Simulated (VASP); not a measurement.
Here is the system:

```
CELL_PARAMETERS angstrom
      2.21961    -3.84448     0.00000
      2.21961     3.84448     0.00000
      0.00000     0.00000     6.09392
ATOMIC_POSITIONS crystal
  Te 0.00000 0.27357 0.66667
  Te 0.72643 0.72643 0.00000
  Te 0.27357 0.00000 0.33333
```

All values below come from MS2 meta-GGA, VASP's PBE PAW potentials (set 64) (plane waves; VASP). Run with 520 eV cut-off, 6×6×4 Γ-centred mesh, Gaussian smearing of 0.050 eV, potentials Te.

Q: The ions and cell shape at fixed volume are relaxed. Give the cell that the relaxation ends in.

A: 
```
CELL_PARAMETERS angstrom
      2.25169    -3.90003     0.00000
      2.25169     3.90003     0.00000
      0.00000     0.00000     5.92154
ATOMIC_POSITIONS crystal
  Te 0.00000 0.26293 0.66667
  Te 0.73707 0.73707 0.00000
  Te 0.26293 0.00000 0.33333
```
Space group P3_121 (152), at a tolerance of 0.03 Å.

Q: How much energy does the relaxation gain?

A: The energy (σ→0) changes by -12.0 meV/atom, in 7 ionic steps.

The compound is Te in the trig structure. This cell is one point of a volume scan, at 1.06 of the reference volume. Symmetry was kept, so distortions that lower it aren't found.
